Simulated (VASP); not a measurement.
**HgPt: single point with LDA**

Crystal: HgPt.

```
CELL_PARAMETERS angstrom
2.97100 0.00000 0.00000
0.00000 2.97100 0.00000
0.00000 0.00000 3.82500
ATOMIC_POSITIONS crystal
Hg 0.00000 0.00000 0.00000
Pt 0.50000 0.50000 0.50000
```

| Quantity | Value |
| --- | --- |
| Program | VASP 6.6.1 |
| Task | single point |
| Functional | LDA |
| Potentials or basis | VASP PAW LDA potentials, release 64 (Hg, Pt) |
| Cutoff | 520 eV |
| k mesh | 10 × 10 × 8 |
| Occupations | fermi-dirac, width 0.05 eV |
| Spin | no spin polarisation |
| Dipole correction | no |
| Further INCAR settings | ALGO = Normal; EDIFF = 1e-06; NBANDS = 18 |

The pressure is 0.4 GPa and the band gap on the k mesh is none (metal or under the smearing width).

Stress tensor (GPa, compression positive):
```
0.19 0.00 0.00
0.00 0.19 0.00
0.00 0.00 0.88
```

Levels at points of the mesh, in eV from the Fermi level:
```csv
k point,band 7,band 8,band 9,band 10,band 11,band 12,band 13,band 14,band 15,band 16
"(0.00, 0.00, 0.00)",-3.97,-3.04,-1.20,-1.20,-0.92,1.53,6.74,8.34,8.34,14.65
"(0.50, 0.00, 0.00)",-4.08,-3.92,-3.56,-2.44,-1.77,0.77,8.80,9.88,10.25,10.79
"(0.50, 0.50, 0.00)",-1.55,-1.55,-1.49,-0.22,-0.22,-0.07,4.04,5.27,9.33,10.14
"(0.00, 0.00, 0.50)",-6.27,-4.47,-2.39,-2.29,-2.29,-1.10,13.62,13.62,14.19,14.25
"(0.50, 0.00, 0.50)",-3.57,-1.94,-1.57,-1.27,-1.20,-1.09,2.66,3.12,13.41,13.71
"(0.50, 0.50, 0.50)",-4.53,-4.53,-1.70,-0.06,1.62,5.08,5.98,5.98,6.06,6.06
```

Run time: 20 s on 1 thread of Intel(R) Xeon(R) Platinum 8375C CPU @ 2.90GHz (Ice Lake), on a shared host, peak memory 0.18 GiB.

The run has no spin-orbit coupling, so splittings on Hg, Pt are missing.
